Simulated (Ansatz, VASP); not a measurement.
# Cd3SbP: VASP beside Ansatz, part 2 of 2

One calculation is typed for both programs; each brings its own data sets and cutoff. How far apart do they land? The cell is invented: As first built, before any earlier steps moved the atoms (in the runner's words): it takes the Ca3SbP structure with some of its atoms replaced by other elements, volume scaled by an estimate. It may not be a known or stable phase. The cell is taken from a series of VASP runs on this material, whose earlier steps may have relaxed, scaled or displaced it; both programs get it as it stands.

VASP 6.6.1 and Ansatz 0.2.0.

So far. Step 2 (VASP: band structure, LDA, spin-orbit coupling): The run ends at a pressure of -0.13 GPa.

### Step 3. Ansatz: band structure, LDA, spin-orbit coupling

Level of this step: Ansatz beside VASP: Kohn-Sham DFT, plane waves, LDA, spin-orbit coupling (Ansatz).

Ansatz runs on its fully relativistic PAW (standard-fr) files.

The same cell, functional (in two slightly different forms), mesh and smearing now go to Ansatz, which takes its cutoff from its data sets.

input.yaml reads:

```yaml
crystal:
  lattice:
    - [4.9387338245, 0.0, 0.0]
    - [0.0, 4.9387338245, 0.0]
    - [0.0, 0.0, 4.9387338245]
  atoms:
    - { symbol: Sb, position: [0.0, 0.0, 0.0] }
    - { symbol: Cd, position: [0.0, 0.5, 0.5] }
    - { symbol: Cd, position: [0.5, 0.0, 0.5] }
    - { symbol: Cd, position: [0.5, 0.5, 0.0] }
    - { symbol: P, position: [0.5, 0.5, 0.5] }
hamiltonian:
  xc: lda
  pseudopotentials: { kind: paw_fr }
magnetization:
  noncollinear: true
  spin_orbit: true
kpoints:
  mp_grid: { grid: [5, 5, 5] }
  band_path:
    path:
      - [0.0, 0.0, 0.0]
      - [0.0, 0.1, 0.0]
      - [0.0, 0.2, 0.0]
      - [0.0, 0.3, 0.0]
      - [0.0, 0.43333, 0.0]
      - [0.0, 0.5, 0.0]
      - [0.1, 0.5, 0.0]
      - [0.2, 0.5, 0.0]
      - [0.33333, 0.5, 0.0]
      - [0.43333, 0.5, 0.0]
      - [0.5, 0.5, 0.0]
      - [0.36667, 0.36667, 0.0]
      - [0.26667, 0.26667, 0.0]
      - [0.16667, 0.16667, 0.0]
      - [0.06667, 0.06667, 0.0]
      - [0.03333, 0.03333, 0.03333]
      - [0.13333, 0.13333, 0.13333]
      - [0.23333, 0.23333, 0.23333]
      - [0.33333, 0.33333, 0.33333]
      - [0.46667, 0.46667, 0.46667]
      - [0.46667, 0.5, 0.46667]
      - [0.36667, 0.5, 0.36667]
      - [0.23333, 0.5, 0.23333]
      - [0.13333, 0.5, 0.13333]
      - [0.03333, 0.5, 0.03333]
      - [0.5, 0.5, 0.03333]
      - [0.5, 0.5, 0.16667]
      - [0.5, 0.5, 0.26667]
      - [0.5, 0.5, 0.36667]
      - [0.5, 0.5, 0.5]
    npoints: 1
scf:
  occupations: { method: gaussian, width: 0.05 }
  n_extra_bands: 16
output:
  forces: true
  stress: true
  eigenvalues: true
```

On the command line:

```bash
> ansatz run input.yaml --threads 2 --pin off --max-ram 4608MiB --backend cpu --events-out ev --progress --plain --runs-dir out
```

Numbers of over 12 decimals in the logs are rounded to 6 here.

What it wrote:

```text
scf.n_extra_bands = 16 over 80 filled bands (N_el = 80.0): the run solves 96 bands
Engine: ansatz 0.2.0, aarch64-unknown-linux-gnu
Pseudopotentials: kind: paw_fr
Pseudopotential: Sb, paw_fr, valence charge 15, recommended cutoff 420 eV (normal), Sb.paw.azcp#standard-fr
Pseudopotential: Cd, paw_fr, valence charge 20, recommended cutoff 420 eV (normal), Cd.paw.azcp#standard-fr
Pseudopotential: P, paw_fr, valence charge 5, recommended cutoff 420 eV (normal), P.paw.azcp#standard-fr
Functional definition: SPW92
  exchange = slater_x
  correlation = pw_c
non-collinear run that drives no moment, with spin-orbit: no starting moment large enough to seed its density (crystal.atoms[].spin), no starting occupations that ask for one, no magnetisation constraint and no magnetic field, so the semilocal B_xc is pinned to zero
Crystal: 5 atoms, lattice volume = 120.461 Å³
Basis set: ecut = 420 eV, 2373 PW (Γ)
Bands: 96, of which v1, the nominal top of the filled ones, is band 80 counted from 1 (79 counted from 0)
Symmetry: 48 space group operations + 48 with time reversal
Magnetic group: BNS 221.93 (UNI 1595), of the structure as read, at distance tolerance 4.9e-5 Å
k-points: 10 of 125
Projection manifold: j_resolved (fully-relativistic pseudo-atomic orbitals)
Non-local potential: Sb, projectors of the file, l = 0: 2, l = 1: 4, l = 2: 4, l = 3: 4
Non-local potential: Cd, projectors of the file, l = 0: 3, l = 1: 4, l = 2: 4, l = 3: 2
Non-local potential: P, projectors of the file, l = 0: 2, l = 1: 4, l = 2: 4
PAW form: soft (Blöchl's): semilocal exchange-correlation on the pseudo side does not see the compensation charge
PAW frozen core: Sb, regenerated for the run's functional, and the local potential with it (the file was generated under x = pbe(κ = 0.804, μ = 0.219515), c = pbe(β = 0.066725))
PAW frozen core: Cd, regenerated for the run's functional, and the local potential with it (the file was generated under x = pbe(κ = 0.804, μ = 0.219515), c = pbe(β = 0.066725))
PAW frozen core: P, regenerated for the run's functional, and the local potential with it (the file was generated under x = pbe(κ = 0.804, μ = 0.219515), c = pbe(β = 0.066725))
PAW one-centre angular grid: Sb, 590 points (default); XC on 64 Gauss nodes
PAW one-centre angular grid: Cd, 590 points (default); XC on 64 Gauss nodes
PAW one-centre angular grid: P, 110 points (default); XC on 64 Gauss nodes
Initial density: superposition of atomic densities (chi_scale 0.1, normalization cell, long waves kept (reshape's long-wave potential 0.00 eV rms))
Initial wavefunctions: pseudopotential atomic-orbital guess
Functional: x = slater, c = lda
SCF iter   1: F=—  HF=-31424.205545 eV  |F-HF|=—  |Δ(HF+E_count)|=         —  Δρ=2.50e-2  dr2=1.25e0  dr2_m=0.00e0 (ungated)  ethr=3.10e-3  |M|=0.00e0 ∫|m|=0.00e0 μB  |m|>n=0.0e0 m-floor=0.0e0 τ_xc=0.0e0  β_m=0.30  ⟨swp⟩=8.2  Hψ=2325  notcnv=0  defer=36
preconditioner: auto → Kerker (q_TF=auto, 2.548 Å⁻¹)  [metal: Δε(μ)=0.056 eV  Ē_g=10.600 eV  σ=0.050 eV  W_gap=0.49  n_scr=32 (ndim 8)  ℏωp=22.9 eV  f_vac=0.000  D(μ)=5.48/eV (n_scr^D=56)]
spin=Noncollinear: Kerker preconditioning applied to the charge; magnetization (m_x, m_y, m_z) channels mix plain (no charge-response kernel on spin).
SCF iter   2: F=—  HF=-31423.993279 eV  |F-HF|=—  |Δ(HF+E_count)|=   2.12e-1  Δρ=1.81e-2  dr2=6.51e-1  dr2_m=0.00e0 (ungated)  ethr=1.56e-3  |M|=0.00e0 ∫|m|=0.00e0 μB  |m|>n=0.0e0 m-floor=0.0e0 τ_xc=0.0e0  β_m=0.65  ⟨swp⟩=1.9  Hψ=588  notcnv=0  defer=74
SCF iter   3: F=—  HF=-31423.777702 eV  |F-HF|=—  |Δ(HF+E_count)|=   2.16e-1  Δρ=3.69e-3  dr2=1.69e-2  dr2_m=0.00e0 (ungated)  ethr=8.14e-4  |M|=0.00e0 ∫|m|=0.00e0 μB  |m|>n=0.0e0 m-floor=0.0e0 τ_xc=0.0e0  β_m=0.82  ⟨swp⟩=2.8  Hψ=768  notcnv=0  defer=88
SCF iter   4: F=—  HF=-31423.773816 eV  |F-HF|=—  |Δ(HF+E_count)|=   3.89e-3  Δρ=7.73e-4  dr2=9.04e-4  dr2_m=0.00e0 (ungated)  ethr=2.12e-5  |M|=0.00e0 ∫|m|=0.00e0 μB  |m|>n=0.0e0 m-floor=0.0e0 τ_xc=0.0e0  β_m=0.86  ⟨swp⟩=2.2  Hψ=692  notcnv=0  defer=88
SCF iter   5: F=—  HF=-31423.773661 eV  |F-HF|=—  |Δ(HF+E_count)|=   1.55e-4  Δρ=2.66e-4  dr2=7.02e-5  dr2_m=0.00e0 (ungated)  ethr=1.13e-6  |M|=0.00e0 ∫|m|=0.00e0 μB  |m|>n=0.0e0 m-floor=0.0e0 τ_xc=0.0e0  β_m=0.93  ⟨swp⟩=2.0  Hψ=720  notcnv=0  defer=88
SCF iter   6: F=—  HF=-31423.773722 eV  |F-HF|=—  |Δ(HF+E_count)|=   6.04e-5  Δρ=6.55e-5  dr2=6.77e-6  dr2_m=0.00e0 (ungated)  ethr=8.78e-8  |M|=0.00e0 ∫|m|=0.00e0 μB  |m|>n=0.0e0 m-floor=0.0e0 τ_xc=0.0e0  β_m=0.97  ⟨swp⟩=2.0  Hψ=707  notcnv=0  defer=88
SCF iter   7: F=—  HF=-31423.773721 eV  |F-HF|=—  |Δ(HF+E_count)|=   6.82e-7  Δρ=1.81e-5  dr2=6.44e-7  dr2_m=0.00e0 (ungated)  ethr=8.47e-9  |M|=0.00e0 ∫|m|=0.00e0 μB  |m|>n=0.0e0 m-floor=0.0e0 τ_xc=0.0e0  β_m=0.98  ⟨swp⟩=2.0  Hψ=721  notcnv=0  defer=88
SCF iter   8: F=-31423.773721 eV  HF=-31423.773721 eV  |F-HF|=4.72e-8  |Δ(HF+E_count)|=   1.07e-7  Δρ=5.89e-6  dr2=9.87e-8  dr2_m=0.00e0 (ungated)  ethr=1.25e-10  |M|=0.00e0 ∫|m|=0.00e0 μB  |m|>n=0.0e0 m-floor=0.0e0 τ_xc=0.0e0  ⟨swp⟩=12.1  Hψ=2204  notcnv=0
SCF 1 converged in 8 iterations: F = -31423.773721 eV  dr2 = 9.87e-8
  greatest PAW one-centre occupation: 1.000 electrons in one spin orbital (limit 2), on the Cd atom at site 3 (counted from 0), in its partial waves of l = 0
NSCF: frozen V_eff on 30 k-points
SCF converged after 8 iterations
Magnetization: |M| = 0.0000 μB,  M = (+0.0000, +0.0000, +0.0000) μB
Absolute magnetization: 0.0000 μB (∫|m|)
  site 0: m = (+0.0000, +0.0000, +0.0000) μB, |m| = 0.0000 μB  (R = 1.44 Å)
  site 1: m = (+0.0000, +0.0000, +0.0000) μB, |m| = 0.0000 μB  (R = 1.02 Å)
  site 2: m = (+0.0000, +0.0000, +0.0000) μB, |m| = 0.0000 μB  (R = 1.02 Å)
  site 3: m = (+0.0000, +0.0000, +0.0000) μB, |m| = 0.0000 μB  (R = 1.02 Å)
  site 4: m = (+0.0000, +0.0000, +0.0000) μB, |m| = 0.0000 μB  (R = 1.02 Å)
Free energy (F): -31423.773721 eV
Harris-Foulkes:  -31423.773721 eV  (|F-HF|=4.72e-8)
Internal energy: -31423.764906 eV  (E = F + TS)
E sigma→0 (E₀):  -31423.769314 eV
Entropy (-TS):   -0.008814 eV (-1.763 meV/atom)
Fermi energy:    10.727125 eV
--- Per-component energies (eV) ---
  E_band       = -1528.467399
  E_kinetic    = 1796.436272
  E_local      = -11856.807576  (includes V_loc(G=0)·N_el)
  E_nonlocal   = 517.483837
  E_hartree    = 5480.330933
  E_xc         = -726.071957
  E_vxc        = -822.853405  (∫ρ·V_xc dr)
  E_paw        = -16814.530134  (= ΣΔE_a)
  E_vpaw       = -2123.392368  (= ΣTr[D̂ρ^β])
  E_aug_tail   = 0.000034  (compensation charges beyond the density's cutoff)
  E_ewald      = -9823.603064
  E_core_change = 2.996748  (= ΣΔE_core)
  E_smearing   = -0.008814  (= −TS)
  E_closure    = 0.000000  (closes the sum)
  Σ components = -31423.773721   (vs F -31423.773721, Δ=0.00e0)
--- Forces (eV/Å), atoms counted from 1 ---
  atom   1  Sb    -0.00000000     0.00000000     0.00000000
  atom   2  Cd     0.00000000    -0.00000000    -0.00000000
  atom   3  Cd     0.00000000    -0.00000000     0.00000000
  atom   4  Cd     0.00000000    -0.00000000     0.00000000
  atom   5  P     -0.00000000     0.00000000     0.00000000
  max |Σ_I F_I| component: 3.57e-28 eV/Å
--- Stress (GPa, compression-positive) ---
       -0.168386       0.000000       0.000000
        0.000000      -0.168386       0.000000
        0.000000       0.000000      -0.168386
  P = ⅓ Tr σ = -0.1684 GPa (-1.684 kbar)
--- Band table (eV; the first three rows and the last of 10) ---
  k-point 0: bands = [... 76 lower, 9.6755, 9.6755, 10.0791, 10.0791, 10.6526, 10.6526, 10.6526, 10.6526, ... 12 higher]
  k-point 1: bands = [... 76 lower, 9.7962, 9.7962, 10.2176, 10.2176, 10.5979, 10.5979, 11.1319, 11.1319, ... 12 higher]
  k-point 2: bands = [... 76 lower, 10.0139, 10.0139, 10.0460, 10.0460, 10.3784, 10.3784, 13.3387, 13.3387, ... 12 higher]
  k-point 9: bands = [... 76 lower, 8.3508, 8.3508, 8.9718, 8.9718, 13.6296, 13.6296, 14.0368, 14.0368, ... 12 higher]
```

Run time: 52 s. Hardware: 2 threads of Arm Neoverse V2, shared host; peak memory 0.82 GiB; 1.7 min of CPU time.

In the SCF lines HF is the Harris–Foulkes energy and dr2 the Hartree energy of the density residual, in eV; the loop may stop once dr2 is under the threshold and the program's other checks hold. Hψ counts applications of the Hamiltonian.

### Step 4. Comparison

Known differences besides the potentials themselves: spin-orbit coupling enters by fully relativistic files in Ansatz and inside the spheres in VASP; the two LDA forms differ slightly; the data sets hold 80 valence electrons in Ansatz (fully relativistic PAW (standard-fr) files) and 46 in VASP; the cutoff is 420 eV in Ansatz and 400 eV in VASP; VASP's log shows a relativistic correction to its local exchange, Ansatz's none. Total energies have different zeros and are not compared.

The two programs side by side:

| quantity | Ansatz | VASP | difference |
| --- | --- | --- | --- |
| pressure (GPa) | -0.17 | -0.13 | -0.04 |

Levels from 3 eV below to 2 eV above the Fermi level differ by 9 meV r.m.s. and 26 meV at most; each VASP level is matched to the nearest of Ansatz, which flatters the figure a little. Ansatz's pressure holds a Pulay correction of 0.03 GPa; VASP's holds none.

### Step 5. Summary of results

* r.m.s. difference of levels near the Fermi level (band structure, LDA, spin-orbit coupling): 9.3 meV

In words: The r.m.s. difference of levels near the Fermi level is 9.3 meV (band structure, LDA, spin-orbit coupling), within the 80 meV picked in this series as the mark of a large difference. How closely two codes agree says nothing of how well the functional describes the real material.

[Lines on the potential files, build, host, timing and source positions are cut from VASP's logs without a mark.]

[Logs are printed without paths, hosts, clocks, repeated set-up lines and the standing remarks that a program may print on its own settings, such as how far it seeks lower states.]

[Hosts, paths, dates, database ids (printed as entryN), source tags and the programs' standing remarks are cut or masked in the printed files.]
